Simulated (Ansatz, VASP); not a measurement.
## Mg3SbAs in VASP and in Ansatz

INCAR

```
ALGO = Normal
EDIFF = 1E-6
ENCUT = 520
ISIF = 2
ISMEAR = 0
LASPH = True
LCHARG = True
LELF = True
LREAL = False
LVHAR = True
LWAVE = False
NBANDS = 16
NELM = 100
PREC = Accurate
SIGMA = 0.05
```

The input KPOINTS:

```
k-points
0
Gamma
  4 4 4
```

Contents of POSCAR:

```
Mg3SbAs
1.0
    4.8906022898      0.0000000000      0.0000000000
    0.0000000000      4.8906022898      0.0000000000
    0.0000000000      0.0000000000      4.8906022898
Sb As Mg
1 1 3
Direct
    0.0000000000      0.0000000000      0.0000000000
    0.5000000000      0.5000000000      0.5000000000
    0.5000000000      0.5000000000      0.0000000000
    0.5000000000      0.0000000000      0.5000000000
    0.0000000000      0.5000000000      0.5000000000
```

Input for Ansatz:

```yaml
crystal:
  lattice:
    - [4.8906022898, 0.0, 0.0]
    - [0.0, 4.8906022898, 0.0]
    - [0.0, 0.0, 4.8906022898]
  atoms:
    - { symbol: Sb, position: [0.0, 0.0, 0.0] }
    - { symbol: As, position: [0.5, 0.5, 0.5] }
    - { symbol: Mg, position: [0.5, 0.5, 0.0] }
    - { symbol: Mg, position: [0.5, 0.0, 0.5] }
    - { symbol: Mg, position: [0.0, 0.5, 0.5] }
basis:
  ecutwfc: 420
kpoints:
  mp_grid: { grid: [4, 4, 4] }
hamiltonian:
  xc: lda
scf:
  occupations: { method: gaussian, width: 0.05 }
output:
  forces: true
  stress: true
  eigenvalues: true
```

The cell comes from a database or a generator and needn't be the stable form of this composition.

Alike in both runs: task single point; functional LDA; k mesh 4 × 4 × 4; occupations gaussian, width 0.05 eV; no spin polarisation.

|  | VASP | Ansatz |
| --- | --- | --- |
| version | VASP 6.6.1 | Ansatz 0.2.0 |
| potentials or method | VASP PAW LDA potentials, release 64 (Sb, As, Mg) | scalar-relativistic, plane waves, PAW |
| plane-wave cutoff (eV) | 520 | 420 |
| valence electrons in the cell | 16 | 60 |

Ansatz gave:

- gap on the k mesh at the Fermi level (eV): none
- pressure (GPa): 0.1

**Question.** Which values does VASP return?

**Answer.** gap on the k mesh at the Fermi level (eV): none; pressure (GPa): 0.0.

A gap of «none» marks a metal or a gap that the smearing closes. The two sets of potentials don't hold the same shells in valence.

Spin-orbit coupling is left out, which matters for the levels of Sb.
